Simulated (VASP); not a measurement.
Energy against volume of BN (wurtzite). Calculation: PBEsol GGA, VASP's PBE PAW potentials (set 64) (plane waves; VASP). Settings: 520 eV cut-off, 10×10×5 Γ-centred mesh, Gaussian smearing of 0.050 eV, potentials B N.

Shape and ions are relaxed at each volume.

| V (Å³/atom) | E (eV/atom) |
|---|---|
| 5.708 | -9.14944 |
| 5.885 | -9.15647 |
| 6.061 | -9.15068 |
| 6.238 | -9.13373 |

Task: Fit these four points and predict the energy of the run at 5.532 Å³/atom.

Result: A cubic in V^(−2/3), the third-order Birch-Murnaghan form, passes through the four points with V0 = 5.89 Å³/atom and B0 = 386 GPa, and gives -9.1277 eV/atom there. The run gave -9.1277 eV/atom, -0.0 meV/atom from the fit; all five points give B0 = 386 GPa.

The compound is BN in the wurtzite structure, a metastable high-pressure form. It was relaxed first.
